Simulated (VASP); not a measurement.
Input:

```yaml
crystal:
  lattice:
    - [1.25644, -2.17621, 0.00000]
    - [1.25644, 2.17621, 0.00000]
    - [0.00000, 0.00000, 7.64833]
  atoms:
    - { symbol: B, position: [0.33333, 0.66667, 0.25000] }
    - { symbol: B, position: [0.66667, 0.33333, 0.75000] }
    - { symbol: N, position: [0.66667, 0.33333, 0.25000] }
    - { symbol: N, position: [0.33333, 0.66667, 0.75000] }
```

All values below come from PBE GGA, VASP's PBE PAW potentials (set 64) (plane waves; VASP). Run with 520 eV cut-off, 11×11×4 Γ-centred mesh, tetrahedra with Blöchl corrections, potentials B N.

The cores are frozen, which limits the accuracy of field gradients. Without a dispersion term in the relaxation, distances and binding between the weakly bound layers, chains or molecules are unreliable, and so is what depends on them.

Question: Give the principal components of the electric field gradient (V/Å²) and the asymmetry η at each nucleus.

Answer: 
```json
[
 {"atom": "B1", "Vxx": "-17.3", "Vyy": "-17.3", "Vzz": "34.6", "η": "0.00"},
 {"atom": "B2", "Vxx": "-17.3", "Vyy": "-17.3", "Vzz": "34.6", "η": "0.00"},
 {"atom": "N3", "Vxx": "-0.8", "Vyy": "-0.8", "Vzz": "1.5", "η": "0.00"},
 {"atom": "N4", "Vxx": "-0.8", "Vyy": "-0.8", "Vzz": "1.5", "η": "0.00"}
]
```

The compound is BN in the hex structure. It was relaxed first, which changed the volume by +16 %.
